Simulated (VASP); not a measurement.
A convergence study with VASP on CuI (zinc blende): one setting is varied, all else stays as given below, so the limit is that of these other settings.

```
CELL_PARAMETERS angstrom
      0.00000     3.02500     3.02500
      3.02500     0.00000     3.02500
      3.02500     3.02500     0.00000
ATOMIC_POSITIONS crystal
  Cu 0.00000 0.00000 0.00000
  I  0.25000 0.25000 0.25000
```

Computed with PBE GGA, VASP's PBE PAW potentials (set 64) (plane waves; VASP). The tightest run used: 550 eV cut-off, 13×13×13 Monkhorst-Pack mesh, Gaussian smearing of 0.050 eV, potentials Cu I.

```tsv
setting	E (eV/atom)	pressure (GPa)	irreducible k-points
1×1×1 mesh	2.6518	46.99	1
2×2×2 mesh	-2.7647	0.85	2
3×3×3 mesh	-2.7010	1.65	4
4×4×4 mesh	-2.7805	0.64	10
5×5×5 mesh	-2.7762	0.71	10
```

These are the cheaper rows. Estimate the results at 13×13×13 mesh, and how far the last row shown lies from them.

```json
[
 {"quantity": "E (eV/atom)", "tightest run": "-2.7806", "last row shown is off by": "0.0044"},
 {"quantity": "pressure (GPa)", "tightest run": "0.64", "last row shown is off by": "0.07"}
]
```

Left out are rungs that failed or repeat a setting and relaxations that didn't move; long series are thinned to 24 rows.

The compound is CuI in the zinc blende structure. The cell was not relaxed at this level.
